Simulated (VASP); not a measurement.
# MgTi3O4 (P6/mmm) in VASP: further runs

Runs on MgTi3O4. Level: PBE. Tasks: relaxation of cell and atoms.

All numbers are computed with VASP 6.6.1; they aren't measurements. Logs are shortened: lines on timing, memory, paths and dates and some standing lists are left out, and cuts for length are marked.

### Step 1. The crystal as given

The structure is hexagonal, space group P6/mmm (No. 191). Conventional cell: a = 5.139 Å, b = 5.139 Å, c = 4.993 Å, α = 90.00°, β = 90.00°, γ = 120.00°. Mg (site symmetry 6/mmm) is surrounded by 8 O at 2.50 to 2.57 Å. Around Ti (site symmetry mmm) lie 4 O at 2.50 to 2.57 Å and 4 Ti at 2.57 Å. Around O (site symmetry mmm) lie 2 Ti at 2.50 Å and 4 O at 2.57 Å and 2 Mg at 2.57 Å. O (site symmetry 6/mmm) has 2 Mg at 2.50 Å and 6 Ti at 2.57 Å as nearest neighbours.

The cell was built by a generator and needn't be a form met in nature.

### Step 2. Relaxation of cell and atoms, PBE

Contents of INCAR:

```
PREC = Normal
ENCUT = 520
EDIFF = 1E-4
ISMEAR = 0
SIGMA = 0.15
LREAL = F
LASPH = T
NELM = 60
ALGO = Fast
ISIF = 3
LWAVE = F
LCHARG = F
GGA = PE
IBRION = 2
NSW = 24
EDIFFG = -0.08
```

Contents of KPOINTS:

```
regular mesh
0
Gamma
  3 3 3
```

Contents of POSCAR:

```
MgTi3O4
1.0
    5.1388918200      0.0000000000      0.0000000000
   -2.5694459100      4.4504108600      0.0000000000
    0.0000000000      0.0000000000      4.9929656000
Mg Ti O
1 3 4
Direct
    0.0000000000      0.0000000000      0.0000000000
    0.5000000000      0.0000000000      0.5000000000
    0.0000000000      0.5000000000      0.5000000000
    0.5000000000      0.5000000000      0.5000000000
    0.5000000000      0.0000000000      0.0000000000
    0.0000000000      0.5000000000      0.0000000000
    0.5000000000      0.5000000000      0.0000000000
    0.0000000000      0.0000000000      0.5000000000
```

Potentials or basis: VASP PAW PBE potentials, release 64 (Mg, Ti_sv, O).

Run with:

```sh
> cat potpaw_PBE.64/Mg/POTCAR potpaw_PBE.64/Ti_sv/POTCAR potpaw_PBE.64/O/POTCAR > POTCAR
> mpirun -np 1 vasp_std > vasp.out
```

OUTCAR:

```text
PREC = Normal
   ENCUT = 520
   EDIFF = 1E-4
   ISMEAR = 0
   LREAL = F
   LASPH = T
   NELM = 60
   ISIF = 3
   GGA = PE
   IBRION = 2
   NSW = 24
   EDIFFG = -0.08

 ion  position               nearest neighbor table
   1  0.000  0.000  0.000-   8 2.50   8 2.50   6 2.57   7 2.57   6 2.57   7 2.57   5 2.57   5 2.57

   2  0.500  0.000  0.500-   3 2.57   4 2.57   4 2.57   3 2.57
   3  0.000  0.500  0.500-   2 2.57   2 2.57   4 2.57   4 2.57
   4  0.500  0.500  0.500-   2 2.57   2 2.57   3 2.57   3 2.57
   5  0.500  0.000  0.000-   1 2.57   1 2.57
   6  0.000  0.500  0.000-   1 2.57   1 2.57
   7  0.500  0.500  0.000-   1 2.57   1 2.57
   8  0.000  0.000  0.500-   1 2.50   1 2.50

  LATTYP: Found a hexagonal cell.
 ALAT       =     5.1388918200
 C/A-ratio  =     0.9716035626

  Lattice vectors:

 A1 = (   5.1388918200,   0.0000000000,   0.0000000000)
 A2 = (  -2.5694459100,   4.4504108600,   0.0000000000)
 A3 = (   0.0000000000,   0.0000000000,   4.9929656000)

Analysis of symmetry for initial positions (statically):
=====================================================================
 Subroutine PRICEL returns:
 Original cell was already a primitive cell.

 Routine SETGRP: Setting up the symmetry group for a
 hexagonal supercell.

 Subroutine GETGRP returns: Found 24 space group operations
 (whereof 24 operations were pure point group operations)
 out of a pool of 24 trial point group operations.

The static configuration has the point symmetry D_6h.

Analysis of symmetry for dynamics (positions and initial velocities):
=====================================================================
 Subroutine PRICEL returns:
 Original cell was already a primitive cell.

 Routine SETGRP: Setting up the symmetry group for a
 hexagonal supercell.

 Subroutine GETGRP returns: Found 24 space group operations
 (whereof 24 operations were pure point group operations)
 out of a pool of 24 trial point group operations.

The dynamic configuration has the point symmetry D_6h.

 Subroutine INISYM returns: Found 24 space group operations
 (whereof 24 operations are pure point group operations),
 and found     1 'primitive' translations

----------------------------------------------------------------------------------------

                                     Primitive cell

  volume of cell :     114.1900

  direct lattice vectors                    reciprocal lattice vectors
     5.138891820  0.000000000  0.000000000     0.194594484  0.112349178  0.000000000
    -2.569445910  4.450410860  0.000000000     0.000000000  0.224698355  0.000000000
     0.000000000  0.000000000  4.992965600     0.000000000  0.000000000  0.200281772

  length of vectors
     5.138891820  5.138891817  4.992965600     0.224698355  0.224698355  0.200281772

  position of ions in fractional coordinates (direct lattice)
     0.000000000  0.000000000  0.000000000
     0.500000000  0.000000000  0.500000000
     1.000000000  0.500000000  0.500000000
     0.500000000  0.500000000  0.500000000
     0.500000000  0.000000000  0.000000000
     1.000000000  0.500000000  0.000000000
     0.500000000  0.500000000  0.000000000
     0.000000000  0.000000000  0.500000000

  ion indices of the primitive-cell ions
   primitive index   ion index
                 1           1
                 2           2
                 3           3
                 4           4
                 5           5
                 6           6
                 7           7
                 8           8

----------------------------------------------------------------------------------------

 KPOINTS: regular mesh

Automatic generation of k-mesh.
 Grid dimensions read from file:
 generate k-points for:    3    3    3

 Generating k-lattice:

  Cartesian coordinates                     Fractional coordinates (reciprocal lattice)
     0.064864828  0.037449726  0.000000000     0.333333333  0.000000000  0.000000000
     0.000000000  0.074899452  0.000000000     0.000000000  0.333333333  0.000000000
     0.000000000  0.000000000  0.066760591     0.000000000  0.000000000  0.333333333

  Length of vectors
     0.074899452  0.074899452  0.066760591

  Shift w.r.t. Gamma in fractional coordinates (k-lattice)
     0.000000000  0.000000000  0.000000000

 Subroutine IBZKPT returns following result:
 ===========================================

 Found      6 irreducible k-points:

 Following reciprocal coordinates:
            Coordinates               Weight
  0.000000  0.000000  0.000000      1.000000
  0.333333  0.000000  0.000000      6.000000
  0.333333  0.333333  0.000000      2.000000
  0.000000  0.000000  0.333333      2.000000
  0.333333  0.000000  0.333333     12.000000
  0.333333  0.333333  0.333333      4.000000
   k-points           NKPTS =      6   k-points in BZ     NKDIM =      6   number of bands    NBANDS=     37
   number of dos      NEDOS =    301   number of ions     NIONS =      8
   total plane-waves  NPLWV =  25200
   dimension x,y,z NGX =    30 NGY =   30 NGZ =   28
   dimension x,y,z NGXF=    60 NGYF=   60 NGZF=   56
   ions per type =               1   3   4
   NGX,Y,Z   is equivalent  to a cutoff of   9.71,  9.71,  9.32 a.u.
   NGXF,Y,Z  is equivalent  to a cutoff of  19.41, 19.41, 18.65 a.u.
 SYSTEM =  unknown system
   PREC   = normal    normal or accurate (medium, high low for compatibility)
   ISTART =      0    job   : 0-new  1-cont  2-samecut
   ICHARG =      2    charge: 1-file 2-atom 10-const
   ISPIN  =      1    spin polarized calculation?
   LNONCOLLINEAR =      F non collinear calculations
   LSORBIT =      F    spin-orbit coupling
   LASPH  =      T    aspherical Exc in radial PAW
   ENCUT  =  520.0 eV  38.22 Ry    6.18 a.u.   9.55  9.55  9.28*2*pi/ulx,y,z
   NELM   =     60;   NELMIN=  2; NELMDL= -5     # of ELM steps
   EDIFF  = 0.1E-03   stopping-criterion for ELM
   LREAL  =      F    real-space projection
   EDIFFG = -.8E-01   stopping-criterion for IOM
   NSW    =     24    number of steps for IOM
   IBRION =      2    ionic relax: 0-MD 1-quasi-New 2-CG
   NFREE  =      1    steps in history (QN), initial steepest desc. (CG)
   ISIF   =      3    stress and relaxation
   ISYM   =      2    0-nonsym 1-usesym 2-fastsym
   POTIM  = 0.5000    time-step for ionic-motion
   TEBEG  =    0.0;   TEEND  =   0.0 temperature during run
   PSTRESS=    0.0 pullay stress
   NELECT =      62.0000    total number of electrons
   NUPDOWN=      -1.0000    fix difference up-down
   EMIN   =  10.00;   EMAX   =-10.00  energy-range for DOS
   EFERMI =   0.00;   METHOD = LEGACY
   ISMEAR =     0;   SIGMA  =   0.15  broadening in eV -4-tet -1-fermi 0-gaus
   EFERMI_NEDOS =   21; number of points for ismear=-14 and -15
   IALGO  =     68    algorithm
   IMIX   =      4    mixing-type and parameters
     AMIX     =   0.40;   BMIX     =  1.00
     AMIX_MAG =   1.60;   BMIX_MAG =  1.00
  volume/ion in A,a.u.               =      14.27        96.32
  Fermi-wavevector in a.u.,A,eV,Ry     =   1.335558  2.523838 24.268910  1.783715
  Thomas-Fermi vector in A             =   2.464253
   LORBIT       =      0    0 simple, 1 ext, 2 COOP (PROOUT), +10 PAW based schemes
   GGA     = PE    functional components
   LHFCALC =     F    Hartree Fock is set to
   AEXX    =    0.0000 exact exchange contribution
   IVDW    =     0    specifies the selected vdW correction
   LEPSILON=     F    determine dielectric tensor
   LRPA    =     F    only Hartree local field effects (RPA)
 conjugate gradient relaxation of ions
 non-spin polarized calculation
 RMM-DIIS sequential band-by-band and
 Gauss-broadening in eV      SIGMA  =   0.15
  energy-cutoff  :      520.00
  volume of cell :      114.19
 maximum number of plane-waves:      3103
   NGX = 19   NGY = 19   NGZ = 19

--------------------------------------- Ionic step        1  -------------------------------------------

 number of electron      61.9999942 magnetization

 Free energy of the ion-electron system (eV)
  ---------------------------------------------------
  ext. energy  EPLUGINS =         0.00000000
  ---------------------------------------------------
  free energy    TOTEN  =       -49.40195073 eV

  energy without entropy =      -49.28311299  energy(sigma->0) =      -49.34253186

------------------------ aborting loop because EDIFF is reached ----------------------------------------

  FORCE on cell =-STRESS in cart. coord.  units (eV):
  Direction    XX          YY          ZZ          XY          YZ          ZX
  --------------------------------------------------------------------------------------
  -------------------------------------------------------------------------------------
  Total       -4.8213068     -4.8213067    -34.0059273      0.0000000     -0.0000000      0.0000000
  in kB      -67.6467896    -67.6467895   -477.1303559      0.0000000     -0.0000000      0.0000000
  external PRESSURE =    -204.1413117 kB  Pullay stress =       0.0000000 kB
[... 107 lines left out ...]
  FREE ENERGIE OF THE ION-ELECTRON SYSTEM (eV)
  ---------------------------------------------------
  free  energy   TOTEN  =       -56.8232787926 eV

  energy  without entropy=      -56.7609932777  energy(sigma->0) =      -56.79213604

[... ionic steps 4 to 9 ...]

--------------------------------------- Ionic step       10  -------------------------------------------

 number of electron      61.9999884 magnetization

------------------------ aborting loop because EDIFF is reached ----------------------------------------

  FORCE on cell =-STRESS in cart. coord.  units (eV):
  Direction    XX          YY          ZZ          XY          YZ          ZX
  --------------------------------------------------------------------------------------
  -------------------------------------------------------------------------------------
  Total        0.6203994      0.6203994      1.1644716      0.0000000     -0.0000000      0.0000000
  in kB        9.7040163      9.7040163     18.2141547      0.0000000     -0.0000000      0.0000000
  external PRESSURE =      12.5407291 kB  Pullay stress =       0.0000000 kB
[... 69 lines left out ...]
  energy  without entropy=      -58.4369046726  energy(sigma->0) =      -58.47518883

--------------------------------------- Ionic step       12  -------------------------------------------

 number of electron      61.9999814 magnetization

 Free energy of the ion-electron system (eV)
  ---------------------------------------------------
  ext. energy  EPLUGINS =         0.00000000
  ---------------------------------------------------
  free energy    TOTEN  =       -58.51757593 eV

  energy without entropy =      -58.44119641  energy(sigma->0) =      -58.47938617

 E-fermi :   6.0680     XC(G=0): -10.7092

 val. band max:        5.9846671346   @ k =   0.3333   0.0000   0.3333
 cond. band min:       6.0723413314   @ k =   0.3333   0.0000   0.0000
 fundamental gap:      0.0876741969
 Fermi energy:         6.0679840121

 k-point     1 :       0.0000    0.0000    0.0000
  band No.  band energies     occupation
      1     -51.0964      2.00000
      2     -51.0107      2.00000
      3     -51.0107      2.00000
      4     -27.5567      2.00000
      5     -27.5567      2.00000
      6     -27.5356      2.00000
[... 264 lines left out ...]
  FREE ENERGIE OF THE ION-ELECTRON SYSTEM (eV)
  ---------------------------------------------------
  free  energy   TOTEN  =       -58.5175759279 eV

  energy  without entropy=      -58.4411964069  energy(sigma->0) =      -58.47938617

 reached required accuracy - stopping structural energy minimisation
```

Wall time 3.8 min (1 thread of Intel Xeon Platinum 8488C (Sapphire Rapids), shared host); peak memory 0.19 GiB.

What came out:

| Property | Result |
| --- | --- |
| Free energy | -58.5176 eV |
| Relaxed volume | 12.99 Å³/atom |
| Relaxed cell | a = 5.633 Å, b = 5.633 Å, c = 3.782 Å, α = 90.00°, β = 90.00°, γ = 120.00° |
| Space group after relaxing (to 0.05 Å) | P6/mmm (No. 191) |
| Energy gained by relaxing | 1139.5 meV/atom |
| Ionic steps | 12 |
| Pressure after relaxing | 0.1 GPa |
| Band gap on the k mesh | none (metal or under the smearing width) |

Step by step:
| step | energy change (eV) | largest force (eV/Å) | pressure (GPa) | volume (Å³) |
| --- | --- | --- | --- | --- |
| 1 | 0.0000 | 0.0000 | -20.41 | 114.19 |
| 2 | -7.2393 | 0.0000 | 7.29 | 85.57 |
| 3 | -7.4213 | 0.0000 | 18.92 | 82.35 |
| 4 | -4.8120 | 0.0000 | 62.48 | 85.53 |
| 5 | -7.8717 | 0.0000 | 26.50 | 83.42 |
| 6 | -8.9630 | 0.0000 | -6.83 | 103.53 |
| 7 | -8.9847 | 0.0000 | -1.28 | 99.38 |
| 8 | -8.9883 | 0.0000 | -2.19 | 100.27 |
| 9 | -9.0782 | 0.0000 | 2.95 | 103.49 |
| 10 | -9.1115 | 0.0000 | 1.25 | 102.43 |
| 11 | -9.1115 | 0.0000 | 1.15 | 102.47 |
| 12 | -9.1156 | 0.0000 | 0.07 | 103.94 |

Final structure:
```
CELL_PARAMETERS angstrom
5.63338 0.00000 0.00000
-2.81669 4.87865 0.00000
0.00000 0.00000 3.78193
ATOMIC_POSITIONS crystal
Mg 0.00000 0.00000 0.00000
Ti 0.50000 0.00000 0.50000
Ti 0.00000 0.50000 0.50000
Ti 0.50000 0.50000 0.50000
O 0.50000 0.00000 0.00000
O 0.00000 0.50000 0.00000
O 0.50000 0.50000 0.00000
O 0.00000 0.00000 0.50000
```

Caveat: the k mesh is coarse (spacing up to 0.47 Å⁻¹), so the values aren't converged; semilocal functionals often make such compounds metallic where correlation or magnetic order opens a gap, which also shifts bond lengths; the relaxation stopped at a loose force limit of 0.08 eV/Å, so its end isn't a converged minimum.

(Part 1 of 2 ends here.)
